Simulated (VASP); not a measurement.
Runs of VASP 6.6.1 on Be2Al5. It takes space group P4/mmm (No. 123, tetragonal). The conventional cell has a = 6.411 Å, b = 6.411 Å, c = 2.688 Å, α = 90.00°, β = 90.00°, γ = 90.00°. Around Be (site symmetry mmm) lie 8 Al at 2.66 Å and 2 Be at 2.69 Å. Around Al (site symmetry m2m) lie 5 Al at 2.64 to 2.69 Å and 4 Be at 2.66 Å. Al (site symmetry 4/mmm) has 6 Al at 2.64 to 2.69 Å as nearest neighbours. The cell was built by a generator and needn't be a form met in nature.

```tsv
level	potentials or basis	pressure (GPa)	relaxed volume (Å³/atom)	largest force (eV/Å)
RPBE	VASP PAW PBE potentials, release 64 (Be, Al)	0.1	16.07	-
revPBE	VASP PAW PBE potentials, release 64 (Be, Al)	0.0	16.04	-
BLYP	VASP PAW PBE potentials, release 64 (Be, Al)	0.0	16.75	-
PBEsol	VASP PAW PBE potentials, release 64 (Be, Al)	0.0	(b)	0.01
vdW-DF-cx	VASP PAW PBE potentials, release 64 (Be, Al)	0.0	15.83	0.02
AM05	VASP PAW PBE potentials, release 64 (Be, Al)	0.0	15.46	-
LDA	VASP PAW LDA potentials, release 64 (Be, Al)	0.0	(a)	-
optB88-vdW	VASP PAW PBE potentials, release 64 (Be, Al)	0.0	16.07	0.02
```

Alike in all rows: task relaxation of cell and atoms; no spin polarisation; cell relaxed; k mesh 3 × 3 × 7; cutoff (eV) 600; smearing fermi-dirac 0.05 eV.

Task: Fill in the values left out.

Result: (a) 15.17; (b) 15.55.

Caveats: the PAW data sets were made with another functional, which shifts forces and pressure a little (some runs).

Runs at the PBE level aren't shown here.
